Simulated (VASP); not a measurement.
Method: RPBE GGA, VASP's PBE PAW potentials (set 64) (plane waves; VASP 6.6.1).

The input files of a VASP run:

### POSCAR
```
LiF
1
    0.0000000000     2.0150000000     2.0150000000
    2.0150000000     0.0000000000     2.0150000000
    2.0150000000     2.0150000000     0.0000000000
Li F
1 1
Direct
  0.0000000000   0.0000000000   0.0000000000
  0.5000000000   0.5000000000   0.5000000000
```

### INCAR
```
LREAL  =  .FALSE.
SYSTEM  =  LiF
ALGO  =  Normal   # blocked Davidson
ISIF  =  3
IBRION  =  2   # conjugate gradients
ENCUT  =  520
EDIFFG  =  -0.01
LWAVE  =  .FALSE.
EDIFF  =  1E-6
NELM  =  100
LASPH  =  .TRUE.   # aspherical one-centre terms
PREC  =  Accurate
GGA  =  RP
LCHARG  =  .FALSE.
SIGMA  =  0.05
ISMEAR  =  0   # Gaussian
NSW  =  60   # most ionic steps
```

### KPOINTS
```
Automatic mesh
0
Gamma
10 10 10
0 0 0
```

POTCAR, in this order: Li_sv F (PBE.64 set). Program: vasp_std.

Output

OSZICAR:
```
       N       E                     dE             d eps       ncg     rms          rms(c)
DAV:   1     0.318482573489E+02    0.31848E+02   -0.56396E+03   871   0.112E+03
DAV:   2    -0.871759798755E+01   -0.40566E+02   -0.40017E+02   908   0.209E+02
DAV:   3    -0.970662248400E+01   -0.98902E+00   -0.98725E+00  1105   0.311E+01
DAV:   4    -0.971785358771E+01   -0.11231E-01   -0.11229E-01  1119   0.340E+00
DAV:   5    -0.971792124137E+01   -0.67654E-04   -0.67653E-04  1102   0.172E-01    0.467E+00
DAV:   6    -0.917537899260E+01    0.54254E+00   -0.28842E+00   859   0.134E+01    0.142E+00
DAV:   7    -0.918806059701E+01   -0.12682E-01   -0.23827E-02  1132   0.175E+00    0.894E-01
DAV:   8    -0.920382433549E+01   -0.15764E-01   -0.30026E-02  1011   0.214E+00    0.105E-01
DAV:   9    -0.920410313640E+01   -0.27880E-03   -0.11249E-03  1036   0.372E-01    0.440E-02
DAV:  10    -0.920424370257E+01   -0.14057E-03   -0.32884E-04   925   0.176E-01    0.149E-02
DAV:  11    -0.920424908485E+01   -0.53823E-05   -0.11143E-05  1109   0.360E-02    0.203E-03
DAV:  12    -0.920424945065E+01   -0.36580E-06   -0.12183E-06   923   0.126E-02
   1 F= -.92042495E+01 E0= -.92042495E+01  d E =-.920425E+01
       N       E                     dE             d eps       ncg     rms          rms(c)
DAV:   1    -0.937944718137E+01   -0.17520E+00   -0.31494E+00   849   0.182E+01    0.323E+00
DAV:   2    -0.922672677558E+01    0.15272E+00   -0.83023E-01   868   0.759E+00    0.610E-01
DAV:   3    -0.922352057924E+01    0.32062E-02   -0.42381E-03  1142   0.807E-01    0.336E-01
DAV:   4    -0.922204525005E+01    0.14753E-02   -0.18296E-03  1488   0.440E-01    0.203E-02
DAV:   5    -0.922203807150E+01    0.71785E-05   -0.47096E-05   876   0.747E-02    0.658E-03
DAV:   6    -0.922204463669E+01   -0.65652E-05   -0.58299E-06  1217   0.256E-02    0.241E-03
DAV:   7    -0.922204412398E+01    0.51272E-06   -0.20760E-07   445   0.513E-03
   2 F= -.92220441E+01 E0= -.92220441E+01  d E =-.177947E-01
       N       E                     dE             d eps       ncg     rms          rms(c)
DAV:   1    -0.932083725444E+01   -0.98793E-01   -0.18829E+00   848   0.140E+01    0.251E+00
DAV:   2    -0.922901687819E+01    0.91820E-01   -0.51463E-01   867   0.592E+00    0.465E-01
DAV:   3    -0.922710342038E+01    0.19135E-02   -0.25307E-03  1174   0.629E-01    0.261E-01
DAV:   4    -0.922621833168E+01    0.88509E-03   -0.10923E-03  1505   0.341E-01    0.162E-02
DAV:   5    -0.922621250305E+01    0.58286E-05   -0.29803E-05   858   0.584E-02    0.497E-03
DAV:   6    -0.922621665408E+01   -0.41510E-05   -0.32822E-06  1115   0.192E-02    0.187E-03
DAV:   7    -0.922621626996E+01    0.38412E-06   -0.15294E-07   431   0.426E-03
   3 F= -.92262163E+01 E0= -.92262163E+01  d E =-.219668E-01
```

**OUTCAR**
```
------------------------ aborting loop because EDIFF is reached ----------------------------------------
  FORCE on cell =-STRESS in cart. coord.  units (eV):
  Direction    XX          YY          ZZ          XY          YZ          ZX
  --------------------------------------------------------------------------------------
  Total        0.0011582      0.0011582      0.0011582      0.0000000      0.0000000      0.0000000
  in kB        0.1052446      0.1052446      0.1052446      0.0000000      0.0000000      0.0000000
  external PRESSURE =       0.1052446 kB  Pullay stress =       0.0000000 kB
  volume of cell :       17.63
      direct lattice vectors                 reciprocal lattice vectors
     0.000000000  2.065780070  2.065780070    -0.242039318  0.242039318  0.242039318
     2.065780070  0.000000000  2.065780070     0.242039318 -0.242039318  0.242039318
     2.065780070  2.065780070  0.000000000     0.242039318  0.242039318 -0.242039318
  FREE ENERGIE OF THE ION-ELECTRON SYSTEM (eV)
  ---------------------------------------------------
  free  energy   TOTEN  =        -9.2262162700 eV

  energy  without entropy=       -9.2262162700  energy(sigma->0) =       -9.22621627

 reached required accuracy - stopping structural energy minimisation
```
(Selected blocks of OUTCAR.)

File CONTCAR:
```
LiF
   1.00000000000000
     0.0000000000000000    2.0657800697312969    2.0657800697312969
     2.0657800697312969    0.0000000000000000    2.0657800697312969
     2.0657800697312969    2.0657800697312969    0.0000000000000000
  Li              F
     1     1
Direct
     0.0000000000000000    0.0000000000000000    0.0000000000000000
     0.5000000000000000    0.5000000000000000    0.5000000000000000
```

Energy and stress use the plane-wave basis of the starting cell.

The compound is LiF in the rock salt structure. This run relaxes it. Symmetry was kept, so distortions that lower it aren't found.
